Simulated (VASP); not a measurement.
# Ga2GeSe2 (Imm2) in VASP: relaxation of cell and atoms with PBE

Aim: the relaxation of cell and atoms of Ga2GeSe2 with PBE.

All numbers are computed with VASP 6.6.1; they aren't measurements. Logs are shortened: lines on timing, memory, paths and dates and some standing lists are left out, and cuts for length are marked.

### Step 1. The structure

The structure is orthorhombic, space group Imm2 (No. 44). The conventional cell has a = 4.062 Å, b = 12.150 Å, c = 4.872 Å, α = 90.00°, β = 90.00°, γ = 90.00°. Ga (site symmetry m) is surrounded by 3 Se at 2.51 to 2.60 Å and 1 Ge at 2.57 Å. Around Ge (site symmetry mm2) lie 2 Ga at 2.57 Å. Around Se (site symmetry m) lie 3 Ga at 2.51 to 2.60 Å.

The cell was built by a generator and needn't be a form met in nature.

### Step 2. Relaxation of cell and atoms, PBE

INCAR reads:

```
SYSTEM = Ga2GeSe2
PREC = Accurate
ENCUT = 520
EDIFF = 1E-6
ISMEAR = 0
SIGMA = 0.1
LREAL = .FALSE.
LASPH = .TRUE.
NELM = 120
ALGO = Normal
ISIF = 3
LWAVE = .FALSE.
LCHARG = .FALSE.
GGA = PE
IBRION = 2
NSW = 90
EDIFFG = -0.01
KPAR = 8
```

KPOINTS reads:

```
Automatic mesh
0
G
  10 10 10
  0 0 0
```

POSCAR reads:

```
Ga2GeSe2
1.0
   -2.0310000000      6.0750000000      2.4360000000
    2.0310000000     -6.0750000000      2.4360000000
    2.0310000000      6.0750000000     -2.4360000000
Ga Ge Se
2 1 2
Direct
    0.6684896300      0.0116995100      0.6567901200
    0.3549093800      0.0116995100      0.3432098800
    0.8647372700      0.3647372700      0.5000000000
    0.0329279900      0.1808292300      0.8520987700
    0.3287304600      0.1808292300      0.1479012300
```

Potentials or basis: VASP PAW PBE potentials, release 64 (Ga_d, Ge_d, Se).

Run with:

```console
$ cat potpaw_PBE.64/Ga_d/POTCAR potpaw_PBE.64/Ge_d/POTCAR potpaw_PBE.64/Se/POTCAR > POTCAR
$ mpirun -np 8 vasp_std > vasp.out
```

OUTCAR:

```text
SYSTEM = Ga2GeSe2
   PREC = Accurate
   ENCUT = 520
   EDIFF = 1E-6
   ISMEAR = 0
   LREAL = .FALSE.
   LASPH = .TRUE.
   NELM = 120
   ISIF = 3
   GGA = PE
   IBRION = 2
   NSW = 90
   EDIFFG = -0.01

 ion  position               nearest neighbor table
   1  0.668  0.012  0.657-   4 2.51   3 2.57   5 2.60   5 2.60
   2  0.355  0.012  0.343-   5 2.51   3 2.57   4 2.60   4 2.60
   3  0.865  0.365  0.500-   1 2.57   2 2.57
   4  0.033  0.181  0.852-   1 2.51   2 2.60   2 2.60
   5  0.329  0.181  0.148-   2 2.51   1 2.60   1 2.60

  LATTYP: Found a body centered orthorhombic cell.
 ALAT       =     4.0620000000
 B/A-ratio  =     1.1994091581
 C/A-ratio  =     2.9911373708

  Lattice vectors:

 A1 = (   2.0310000000,  -6.0750000000,  -2.4360000000)
 A2 = (  -2.0310000000,  -6.0750000000,   2.4360000000)
 A3 = (  -2.0310000000,   6.0750000000,  -2.4360000000)

Analysis of symmetry for initial positions (statically):
=====================================================================
 Subroutine PRICEL returns:
 Original cell was already a primitive cell.

 Routine SETGRP: Setting up the symmetry group for a
 body centered orthorhombic supercell.

 Subroutine GETGRP returns: Found  4 space group operations
 (whereof  4 operations were pure point group operations)
 out of a pool of  8 trial point group operations.

The static configuration has the point symmetry C_2v.

Analysis of symmetry for dynamics (positions and initial velocities):
=====================================================================
 Subroutine PRICEL returns:
 Original cell was already a primitive cell.

 Routine SETGRP: Setting up the symmetry group for a
 body centered orthorhombic supercell.

 Subroutine GETGRP returns: Found  4 space group operations
 (whereof  4 operations were pure point group operations)
 out of a pool of  8 trial point group operations.

The dynamic configuration has the point symmetry C_2v.

 Subroutine INISYM returns: Found  4 space group operations
 (whereof  4 operations are pure point group operations),
 and found     1 'primitive' translations

----------------------------------------------------------------------------------------

                                     Primitive cell

  volume of cell :     120.2246

  direct lattice vectors                    reciprocal lattice vectors
    -2.031000000  6.075000000  2.436000000     0.000000000  0.082304527  0.205254516
     2.031000000 -6.075000000  2.436000000     0.246184146  0.000000000  0.205254516
     2.031000000  6.075000000 -2.436000000     0.246184146  0.082304527  0.000000000

  length of vectors
     6.853078286  6.853078286  6.853078286     0.221141247  0.320524648  0.259577866

  position of ions in fractional coordinates (direct lattice)
     0.668489630  0.011699510  0.656790120
     0.354909380  0.011699510  0.343209880
     0.864737270  0.364737270  0.500000000
     0.032927990  0.180829230  0.852098770
     0.328730460  0.180829230  0.147901230

  ion indices of the primitive-cell ions
   primitive index   ion index
                 1           1
                 2           2
                 3           3
                 4           4
                 5           5

----------------------------------------------------------------------------------------

 KPOINTS: Automatic mesh

Automatic generation of k-mesh.
 Grid dimensions read from file:
 generate k-points for:   10   10   10

 Generating k-lattice:

  Cartesian coordinates                     Fractional coordinates (reciprocal lattice)
     0.000000000  0.008230453  0.020525452     0.100000000  0.000000000 -0.000000000
     0.024618415  0.000000000  0.020525452     0.000000000  0.100000000 -0.000000000
     0.024618415  0.008230453  0.000000000     0.000000000  0.000000000  0.100000000

  Length of vectors
     0.022114125  0.032052465  0.025957787

  Shift w.r.t. Gamma in fractional coordinates (k-lattice)
     0.000000000  0.000000000  0.000000000

 Subroutine IBZKPT returns following result:
 ===========================================

 Found    171 irreducible k-points:

 Following reciprocal coordinates:
            Coordinates               Weight
  0.000000  0.000000  0.000000      1.000000
  0.100000  0.000000  0.000000      4.000000
  0.200000  0.000000  0.000000      4.000000
  0.300000  0.000000  0.000000      4.000000
  0.400000 -0.000000  0.000000      4.000000
  0.500000  0.000000  0.000000      2.000000
[... 16 lines left out ...]
 -0.400000  0.200000  0.000000      8.000000
 -0.300000  0.200000  0.000000      8.000000
 [... further k-points ...]
   k-points           NKPTS =    171   k-points in BZ     NKDIM =    171   number of bands    NBANDS=     31
   number of dos      NEDOS =    301   number of ions     NIONS =      5
   total plane-waves  NPLWV = 157464
   dimension x,y,z NGX =    54 NGY =   54 NGZ =   54
   dimension x,y,z NGXF=   108 NGYF=  108 NGZF=  108
   ions per type =               2   1   2
   NGX,Y,Z   is equivalent  to a cutoff of  13.10, 13.10, 13.10 a.u.
   NGXF,Y,Z  is equivalent  to a cutoff of  26.20, 26.20, 26.20 a.u.
 SYSTEM =  Ga2GeSe2
   PREC   = accura    normal or accurate (medium, high low for compatibility)
   ISTART =      0    job   : 0-new  1-cont  2-samecut
   ICHARG =      2    charge: 1-file 2-atom 10-const
   ISPIN  =      1    spin polarized calculation?
   LNONCOLLINEAR =      F non collinear calculations
   LSORBIT =      F    spin-orbit coupling
   LASPH  =      T    aspherical Exc in radial PAW
   ENCUT  =  520.0 eV  38.22 Ry    6.18 a.u.  12.74 12.74 12.74*2*pi/ulx,y,z
   NELM   =    120;   NELMIN=  2; NELMDL= -5     # of ELM steps
   EDIFF  = 0.1E-05   stopping-criterion for ELM
   LREAL  =      F    real-space projection
   EDIFFG = -.1E-01   stopping-criterion for IOM
   NSW    =     90    number of steps for IOM
   IBRION =      2    ionic relax: 0-MD 1-quasi-New 2-CG
   NFREE  =      1    steps in history (QN), initial steepest desc. (CG)
   ISIF   =      3    stress and relaxation
   ISYM   =      2    0-nonsym 1-usesym 2-fastsym
   POTIM  = 0.5000    time-step for ionic-motion
   TEBEG  =    0.0;   TEEND  =   0.0 temperature during run
   PSTRESS=    0.0 pullay stress
   NELECT =      52.0000    total number of electrons
   NUPDOWN=      -1.0000    fix difference up-down
   EMIN   =  10.00;   EMAX   =-10.00  energy-range for DOS
   EFERMI =   0.00;   METHOD = LEGACY
   ISMEAR =     0;   SIGMA  =   0.10  broadening in eV -4-tet -1-fermi 0-gaus
   EFERMI_NEDOS =   21; number of points for ismear=-14 and -15
   IALGO  =     38    algorithm
   IMIX   =      4    mixing-type and parameters
     AMIX     =   0.40;   BMIX     =  1.00
     AMIX_MAG =   1.60;   BMIX_MAG =  1.00
  volume/ion in A,a.u.               =      24.04       162.26
  Fermi-wavevector in a.u.,A,eV,Ry     =   1.238069  2.339611 20.855206  1.532814
  Thomas-Fermi vector in A             =   2.372610
   LORBIT       =      0    0 simple, 1 ext, 2 COOP (PROOUT), +10 PAW based schemes
   GGA     = PE    functional components
   LHFCALC =     F    Hartree Fock is set to
   AEXX    =    0.0000 exact exchange contribution
   IVDW    =     0    specifies the selected vdW correction
   LEPSILON=     F    determine dielectric tensor
   LRPA    =     F    only Hartree local field effects (RPA)
 conjugate gradient relaxation of ions
 non-spin polarized calculation
 Gauss-broadening in eV      SIGMA  =   0.10
  energy-cutoff  :      520.00
  volume of cell :      120.22
 maximum number of plane-waves:      3265
 NGX is ok and might be reduce to    54
   NGX = 25   NGY = 25   NGZ = 25

--------------------------------------- Ionic step        1  -------------------------------------------

 number of electron      52.0000001 magnetization

 Free energy of the ion-electron system (eV)
  ---------------------------------------------------
  ext. energy  EPLUGINS =         0.00000000
  ---------------------------------------------------
  free energy    TOTEN  =       -18.33731108 eV

  energy without entropy =      -18.33242934  energy(sigma->0) =      -18.33487021

------------------------ aborting loop because EDIFF is reached ----------------------------------------

  FORCE on cell =-STRESS in cart. coord.  units (eV):
  Direction    XX          YY          ZZ          XY          YZ          ZX
  --------------------------------------------------------------------------------------
  -------------------------------------------------------------------------------------
  Total       -0.0120347      1.5541087      0.6094117      0.0000000      0.0000000      0.0000000
  in kB       -0.1603815     20.7108766      8.1213440      0.0000000      0.0000000      0.0000000
  external PRESSURE =       9.5572797 kB  Pullay stress =       0.0000000 kB
[... 98 lines left out ...]
  FREE ENERGIE OF THE ION-ELECTRON SYSTEM (eV)
  ---------------------------------------------------
  free  energy   TOTEN  =       -18.3604818041 eV

  energy  without entropy=      -18.3559072398  energy(sigma->0) =      -18.35819452

[... ionic steps 4 to 27 ...]

--------------------------------------- Ionic step       28  -------------------------------------------

 number of electron      51.9999994 magnetization

------------------------ aborting loop because EDIFF is reached ----------------------------------------

  FORCE on cell =-STRESS in cart. coord.  units (eV):
  Direction    XX          YY          ZZ          XY          YZ          ZX
  --------------------------------------------------------------------------------------
  -------------------------------------------------------------------------------------
  Total       -0.0529728     -0.0279911     -0.0490563      0.0000000      0.0000000      0.0000000
  in kB       -0.7031588     -0.3715534     -0.6511721      0.0000000      0.0000000      0.0000000
  external PRESSURE =      -0.5752948 kB  Pullay stress =       0.0000000 kB
[... 63 lines left out ...]
  energy  without entropy=      -18.4192731810  energy(sigma->0) =      -18.41961153

--------------------------------------- Ionic step       30  -------------------------------------------

 number of electron      51.9999994 magnetization

 Free energy of the ion-electron system (eV)
  ---------------------------------------------------
  ext. energy  EPLUGINS =         0.00000000
  ---------------------------------------------------
  free energy    TOTEN  =       -18.41997646 eV

  energy without entropy =      -18.41928919  energy(sigma->0) =      -18.41963282

 E-fermi :   3.9190     XC(G=0):  -9.5633

 val. band max:        3.8485258018   @ k =  -0.1000   0.1000   0.0000
 cond. band min:       3.9836076079   @ k =   0.5000   0.5000  -0.0000
 fundamental gap:      0.1350818061
 Fermi energy:         3.9189702754

 k-point     1 :       0.0000    0.0000    0.0000
  band No.  band energies     occupation
      1     -20.9360      2.00000
      2     -20.8998      2.00000
      3     -20.8875      2.00000
      4     -20.7962      2.00000
      5     -20.7858      2.00000
      6     -11.1362      2.00000
[... 805 lines left out ...]
     30       7.1192      0.00000
     31       7.7784      0.00000

 [... further k-points ...]

------------------------ aborting loop because EDIFF is reached ----------------------------------------

  FORCE on cell =-STRESS in cart. coord.  units (eV):
  Direction    XX          YY          ZZ          XY          YZ          ZX
  --------------------------------------------------------------------------------------
  -------------------------------------------------------------------------------------
  Total        0.0067476      0.0121379      0.0094435      0.0000000      0.0000000      0.0000000
  in kB        0.0895885      0.1611560      0.1253832      0.0000000      0.0000000      0.0000000
  external PRESSURE =       0.1253759 kB  Pullay stress =       0.0000000 kB
[... 20 lines left out ...]
  FREE ENERGIE OF THE ION-ELECTRON SYSTEM (eV)
  ---------------------------------------------------
  free  energy   TOTEN  =       -18.4199764588 eV

  energy  without entropy=      -18.4192891896  energy(sigma->0) =      -18.41963282

 reached required accuracy - stopping structural energy minimisation
```

Wall time 29 min (8 MPI ranks of AMD EPYC 9R45 (Zen 5), shared host); peak memory 0.85 GiB.

What came out:

- Free energy: -18.4200 eV
- Relaxed volume: 24.13 Å³/atom
- Relaxed cell: a = 7.091 Å, b = 7.091 Å, c = 7.091 Å, α = 146.73°, β = 51.65°, γ = 141.66°
- Space group after relaxing (to 0.05 Å): Imm2 (No. 44)
- Energy gained by relaxing: 16.5 meV/atom
- Ionic steps: 30
- Pressure after relaxing: 0.0 GPa
- Largest force after relaxing: 0.009 eV/Å
- Band gap on the k mesh: 0.14 eV, indirect (least direct gap 0.58 eV)

Forces on the atoms (eV/Å):
```
Ga   0.000  0.001 -0.001
Ga   0.000 -0.001 -0.001
Ge   0.000  0.000 -0.009
Se   0.000  0.005  0.006
Se   0.000 -0.005  0.006
```

Step by step:
```
step  energy change (eV)  largest force (eV/Å)  pressure (GPa)  volume (Å³)
   1              0.0000                0.1672            0.96       120.22
   2             -0.0212                0.2439           -0.14       122.73
   3             -0.0232                0.2740           -0.56       123.76
   4             -0.0374                0.2227           -0.41       123.33
   5             -0.0591                0.0835           -0.02       122.02
   6             -0.0596                0.0897            0.03       121.77
   7             -0.0650                0.0947            0.03       121.80
   8             -0.0714                0.1541           -0.03       121.85
   9             -0.0751                0.1260           -0.06       121.80
  10             -0.0786                0.0768           -0.10       121.69
  11             -0.0788                0.0593           -0.11       121.65
  12             -0.0797                0.0560            0.01       121.29
  13             -0.0801                0.0655            0.15       120.87
  14             -0.0811                0.0522            0.03       121.02
  15             -0.0816                0.0428           -0.08       121.18
  16             -0.0816                0.0412           -0.11       121.23
  17             -0.0822                0.0205           -0.03       120.88
  18             -0.0823                0.0232            0.01       120.75
  19             -0.0824                0.0287            0.04       120.51
  20             -0.0824                0.0259           -0.01       120.66
  21             -0.0824                0.0271            0.03       120.58
  22             -0.0824                0.0267            0.00       120.62
  23             -0.0825                0.0165            0.04       120.58
  24             -0.0826                0.0144            0.06       120.53
  25             -0.0826                0.0119            0.00       120.65
  26             -0.0826                0.0109           -0.04       120.71
  27             -0.0826                0.0115           -0.01       120.69
  28             -0.0826                0.0113           -0.06       120.70
  29             -0.0826                0.0119           -0.04       120.70
  30             -0.0827                0.0090            0.01       120.67
```

Final structure:
```cif
data_structure
_symmetry_space_group_name_H-M 'P 1'
_symmetry_Int_Tables_number 1
_cell_length_a 7.0907
_cell_length_b 7.0907
_cell_length_c 7.0907
_cell_angle_alpha 146.729
_cell_angle_beta 51.654
_cell_angle_gamma 141.658
_cell_volume 120.67
loop_
_atom_site_label
_atom_site_type_symbol
_atom_site_fract_x
_atom_site_fract_y
_atom_site_fract_z
_atom_site_occupancy
Ga1 Ga 0.66536 0.01540 0.64995 1
Ga2 Ga 0.36545 0.01540 0.35005 1
Ge1 Ge 0.90051 0.40051 0.50000 1
Se1 Se 0.00332 0.15924 0.84408 1
Se2 Se 0.31516 0.15924 0.15592 1
```

Levels at points of the mesh, in eV from the valence-band top:
```csv
k point,band 23,band 24,band 25,band 26,band 27,band 28,band 29,band 30
"(0.00, 0.00, 0.00)",-3.04,-2.46,-0.16,-0.01,0.90,2.17,2.35,3.22
"(0.50, 0.00, 0.00)",-2.26,-1.92,-1.13,-0.21,0.70,1.10,2.50,2.83
"(0.00, 0.50, 0.00)",-3.69,-3.38,-1.57,-1.20,0.69,1.70,3.60,4.64
"(0.50, 0.50, 0.00)",-2.79,-2.42,-1.19,-0.91,0.14,1.23,1.56,2.76
"(0.50, 0.50, 0.50)",-2.39,-2.19,-1.92,-1.56,1.15,1.94,2.02,3.16
```

A k mesh can miss the band edges.
